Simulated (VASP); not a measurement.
Sn:

```
Sn
1.0
     0.00000    3.23334    3.23334
     3.23334    0.00000    3.23334
     3.23334    3.23334    0.00000
Sn
2
Direct
  0.00000 0.00000 0.00000
  0.25000 0.25000 0.25000
```

This isn't the form of Sn at room conditions, which is tetragonal (white tin).

```yaml
Program: VASP 6.6.1
Task: relaxation of cell and atoms
Functional: PBE
Potentials_or_basis: VASP PAW PBE potentials, release 64 (Sn_d)
Cutoff: 520 eV
k_mesh: 2 × 2 × 2
Occupations: gaussian, width 0.02 eV
Spin: no spin polarisation
```

At the start: pressure 13.2 GPa; volume 33.80 Å³/atom.

Q: Where does the relaxation end?

A: Over 5 steps the energy falls by 354.5 meV/atom and the volume is 45.08 Å³/atom (+33.4 %); space group Fd-3m (No. 227, to 0.05 Å).

Step by step:
| step | energy change (eV) | largest force (eV/Å) | pressure (GPa) | volume (Å³) |
| --- | --- | --- | --- | --- |
| 1 | 0.0000 | 0.0000 | 13.17 | 67.61 |
| 2 | -0.6593 | 0.0000 | -1.74 | 98.59 |
| 3 | -0.7086 | 0.0000 | 0.18 | 89.49 |
| 4 | -0.7090 | 0.0000 | -0.02 | 90.24 |
| 5 | -0.7090 | 0.0000 | 0.00 | 90.17 |

Final structure:
```
Sn
1.0
     0.00000    3.55910    3.55910
     3.55910    0.00000    3.55910
     3.55910    3.55910    0.00000
Sn
2
Direct
  0.00000 0.00000 0.00000
  0.25000 0.25000 0.25000
```

Caveat: the k mesh is coarse (spacing up to 0.84 Å⁻¹), so the values aren't converged; the volume moved by over 15 % at a fixed basis, so the end points are rough; the volume moved by +33 % from the deposited cell, more than functionals usually miss.
